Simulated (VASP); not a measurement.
Level of theory: vdW-DF-cx, VASP's PBE PAW potentials (set 64) (plane waves; VASP).

VASP ran on this input.

### POSCAR
```
GaN
1
    1.5939699942    -2.7608369776     0.0000000000
    1.5939699942     2.7608369776     0.0000000000
    0.0000000000    -0.0000000000     5.1923146395
Ga N
2 2
Direct
  0.6666670000   0.3333330000   0.5001157829
  0.3333330000   0.6666670000   0.0001157829
  0.6666670000   0.3333330000   0.8768842171
  0.3333330000   0.6666670000   0.3768842171
```

**INCAR**
```
SYSTEM=GaN
PREC=Accurate; ENCUT=520; LREAL=.False.
LASPH=.True.; ICHARG=11
EDIFF=1E-7; NELM=100; ALGO=Normal
LMAXMIX=4
ISMEAR=0; SIGMA=0.05
GGA=CX; LUSE_VDW=.True.; AGGAC=0.0
LWAVE=.False.; LCHARG=.False.; LORBIT=11
```

**KPOINTS**
```
k-points along high-symmetry lines
10
Line-mode
Reciprocal
  0.000000   0.000000   0.000000 ! GAMMA
  0.000000   0.500000   0.000000 ! M

  0.000000   0.500000   0.000000 ! M
 -0.333333   0.666667   0.000000 ! K

 -0.333333   0.666667   0.000000 ! K
  0.000000   0.000000   0.000000 ! GAMMA

  0.000000   0.000000   0.000000 ! GAMMA
  0.000000   0.000000   0.500000 ! A

  0.000000   0.000000   0.500000 ! A
  0.000000   0.500000   0.500000 ! L

  0.000000   0.500000   0.500000 ! L
 -0.333333   0.666667   0.500000 ! H

 -0.333333   0.666667   0.500000 ! H
  0.000000   0.000000   0.500000 ! A

  0.000000   0.500000   0.500000 ! L
  0.000000   0.500000   0.000000 ! M

 -0.333333   0.666667   0.500000 ! H
 -0.333333   0.666667   0.000000 ! K
```

POTCAR, in this order: Ga_d N (PBE.64 set). Program: vasp_std. Read from the step before: CHGCAR.

Output of the run:

### OUTCAR
```
 ion  position               nearest neighbor table
   1  0.667  0.333  0.500-   4 1.95   4 1.95   4 1.95   3 1.96
   2  0.333  0.667  0.000-   3 1.95   3 1.95   3 1.95   4 1.96
   3  0.667  0.333  0.877-   2 1.95   2 1.95   2 1.95   1 1.96
   4  0.333  0.667  0.377-   1 1.95   1 1.95   1 1.95   2 1.96
  LATTYP: Found a hexagonal cell.
 ALAT       =     3.1879399554
 C/A-ratio  =     1.6287366488
 Subroutine PRICEL returns:
 Original cell was already a primitive cell.
 Subroutine GETGRP returns: Found 12 space group operations
The static configuration has the point symmetry C_3v.
 The point group associated with its full space group is C_6v.
The dynamic configuration has the point symmetry C_3v.
 Subroutine INISYM returns: Found 12 space group operations
   k-points           NKPTS =     90   k-points in BZ     NKDIM =     90   number of bands    NBANDS=     22
   number of dos      NEDOS =    301   number of ions     NIONS =      4
   total plane-waves  NPLWV =  23040
   dimension x,y,z NGX =    24 NGY =   24 NGZ =   40
   dimension x,y,z NGXF=    48 NGYF=   48 NGZF=   80
   ions per type =               2   2
   PREC   = accura    normal or accurate (medium, high low for compatibility)
   ISTART =      0    job   : 0-new  1-cont  2-samecut
   ICHARG =     11    charge: 1-file 2-atom 10-const
   ISPIN  =      1    spin polarized calculation?
   LNONCOLLINEAR =      F non collinear calculations
   LSORBIT =      F    spin-orbit coupling
   INIWAV =      1    electr: 0-lowe 1-rand  2-diag
   ENCUT  =  520.0 eV  38.22 Ry    6.18 a.u.   5.93  5.93  9.65*2*pi/ulx,y,z
   NELM   =    100;   NELMIN=  2; NELMDL= -5     # of ELM steps
   EDIFF  = 0.1E-06   stopping-criterion for ELM
   LREAL  =      F    real-space projection
   NLSPLINE    = F    spline interpolate recip. space projectors
   LMAXMIX     =    4 max onsite mixed and CHGCAR
   VOSKOWN=      0    Vosko Wilk Nusair interpolation
   EDIFFG = 0.1E-05   stopping-criterion for IOM
   NSW    =      0    number of steps for IOM
   NBLOCK =      1;   KBLOCK =      1    inner block; outer block
   IBRION =     -1    ionic relax: 0-MD 1-quasi-New 2-CG
   NFREE  =      0    steps in history (QN), initial steepest desc. (CG)
   ISIF   =      2    stress and relaxation
   ISYM   =      2    0-nonsym 1-usesym 2-fastsym
   TEIN   =    0.0    initial temperature
   TEBEG  =    0.0;   TEEND  =   0.0 temperature during run
   SMASS  =  -3.00    Nose mass-parameter (am)
   PSTRESS=    0.0 pullay stress
   NELECT =      36.0000    total number of electrons
   EFERMI =   0.00;   METHOD = LEGACY
   ISMEAR =     0;   SIGMA  =   0.05  broadening in eV -4-tet -1-fermi 0-gaus
   IALGO  =     38    algorithm
   LDIAG  =      T    sub-space diagonalisation (order eigenvalues)
   IMIX   =      4    mixing-type and parameters
     AMIX     =   0.40;   BMIX     =  1.00
     AMIX_MAG =   1.60;   BMIX_MAG =  1.00
     AMIN     =   0.10
   GGA     = CX    functional components
   VOSKOWN =     0    Vosko Wilk Nusair interpolation
   LHFCALC =     F    Hartree Fock is set to
   LHFONE  =     F    Hartree Fock one center treatment
   AEXX    =    0.0000 exact exchange contribution
   LUSE_VDW   =     T    switch on vdW DFT
   IVDW    =     0    specifies the selected vdW correction
   LEPSILON=     F    determine dielectric tensor
   LRPA    =     F    only Hartree local field effects (RPA)
  energy-cutoff  :      520.00
  volume of cell :       45.70
      direct lattice vectors                 reciprocal lattice vectors
     1.593969994 -2.760836978  0.000000000     0.313682191 -0.181104500  0.000000000
     1.593969994  2.760836978  0.000000000     0.313682191  0.181104500  0.000000000
     0.000000000  0.000000000  5.192314640     0.000000000  0.000000000  0.192592335
 k-point     1 :   0.0000 0.0000 0.0000  plane waves:    1237
 k-point     2 :   0.0000 0.0556 0.0000  plane waves:    1217
 k-point     3 :   0.0000 0.1111 0.0000  plane waves:    1221
 k-point     4 :   0.0000 0.1667 0.0000  plane waves:    1218
 k-point     5 :   0.0000 0.2222 0.0000  plane waves:    1230
...
```

OSZICAR:
```
       N       E                     dE             d eps       ncg     rms          rms(c)
DAV:   1     0.283011233784E+03    0.28301E+03   -0.18590E+04  4086   0.309E+03
DAV:   2     0.197865232554E+02   -0.26322E+03   -0.25559E+03  4272   0.543E+02
DAV:   3    -0.131952964457E+02   -0.32982E+02   -0.32502E+02  4470   0.151E+02
DAV:   4    -0.146011304883E+02   -0.14058E+01   -0.14018E+01  5350   0.319E+01
DAV:   5    -0.146283582136E+02   -0.27228E-01   -0.27204E-01  4558   0.389E+00
DAV:   6    -0.146295283368E+02   -0.11701E-02   -0.11700E-02  6012   0.737E-01
DAV:   7    -0.146295418394E+02   -0.13503E-04   -0.13502E-04  4672   0.664E-02
DAV:   8    -0.146295422611E+02   -0.42174E-06   -0.42175E-06  5852   0.108E-02
DAV:   9    -0.146295422694E+02   -0.83037E-08   -0.82932E-08  3352   0.132E-03
   1 F= -.14629542E+02 E0= -.14629542E+02  d E =-.160542E-14
```

### OUTCAR
```
 val. band max:        5.1955041042   @ k =   0.0000   0.0000   0.0000

 cond. band min:       7.0963039356   @ k =  -0.0000   0.0000   0.0000



 k-point     1 :       0.0000    0.0000    0.0000
  band No.  band energies     occupation
      1     -10.7648      2.00000
      2      -9.8481      2.00000
      3      -8.2740      2.00000
      4      -8.2586      2.00000
      5      -8.2586      2.00000
      6      -8.1974      2.00000
      7      -8.1974      2.00000
      8      -8.0072      2.00000
      9      -8.0072      2.00000
     10      -7.9090      2.00000
     11      -7.9090      2.00000
     12      -6.6494      2.00000
     13      -1.8877      2.00000
     14       4.1600      2.00000
     15       4.1601      2.00000
     16       5.1571      2.00000
     17       5.1955      2.00000
     18       5.1955      2.00000
     19       7.0963      0.00000
     20       9.4116      0.00000
     21      14.3453      0.00000
     22      15.0095      0.00000

 k-point     2 :       0.0000    0.0556    0.0000
  band No.  band energies     occupation
      1     -10.7336      2.00000
      2      -9.8399      2.00000
      3      -8.2720      2.00000
      4      -8.2540      2.00000
      5      -8.2480      2.00000
      6      -8.1943      2.00000
      7      -8.1913      2.00000
      8      -8.0098      2.00000
      9      -8.0076      2.00000
     10      -7.9146      2.00000
     11      -7.9083      2.00000
     12      -6.6273      2.00000
     13      -1.8432      2.00000
     14       3.9175      2.00000
     15       4.0929      2.00000
     16       4.8747      2.00000
     17       5.1284      2.00000
     18       5.1679      2.00000
     19       7.3924      0.00000
     20       9.6204      0.00000
     21      14.2753      0.00000
     22      14.7535      0.00000

 k-point     3 :       0.0000    0.1111    0.0000
  band No.  band energies     occupation
      1     -10.6440      2.00000
      2      -9.8177      2.00000
...
```

The density is held fixed in this step, so its total energy and stress have no physical meaning.

The compound is GaN in the wurtzite structure. It was relaxed first.
